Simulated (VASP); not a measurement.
Here is the system:

```
AlRu
1.0
    2.99000     0.00000     0.00000
    0.00000     2.99000     0.00000
    0.00000     0.00000     2.99000
Al Ru
1 1
Direct
  0.50000   0.50000   0.50000
  0.00000   0.00000   0.00000
```

Calculation: PBE GGA, VASP's PBE PAW potentials (set 64) (plane waves; VASP 6.6.1). Numerical set-up: 400 eV cut-off, 11×11×11 Γ-centred mesh, first-order Methfessel-Paxton smearing of 0.10 eV, potentials Al Ru_pv.

Task: The ions, cell shape and volume are relaxed. Predict the relaxed structure.

Result: 
```
AlRu
1.0
    3.00135     0.00000     0.00000
    0.00000     3.00135     0.00000
    0.00000     0.00000     3.00135
Al Ru
1 1
Direct
  0.50000   0.50000   0.50000
  0.00000   0.00000   0.00000
```
Space group Pm-3m (221), at a tolerance of 0.03 Å.

Task: How do energy and volume change from the first to the last step?

Result: The energy (σ→0) changes by -1.1 meV/atom and the volume by +1.1 %, in 3 ionic steps.

| step | E(σ→0) (eV) | max force (eV/Å) | pressure (GPa) | volume (Å³) |
|---|---|---|---|---|
| 1 | -14.2447 | 0.000 | 2.43 | 26.73 |
| 2 | -14.2414 | 0.000 | -3.61 | 27.52 |
| 3 | -14.2469 | 0.000 | -0.02 | 27.04 |

The compound is RuAl in the CsCl type structure. This run relaxes it. Symmetry was kept, so distortions that lower it aren't found. The electron count is odd and the run is not spin-polarised, which forces a metal.
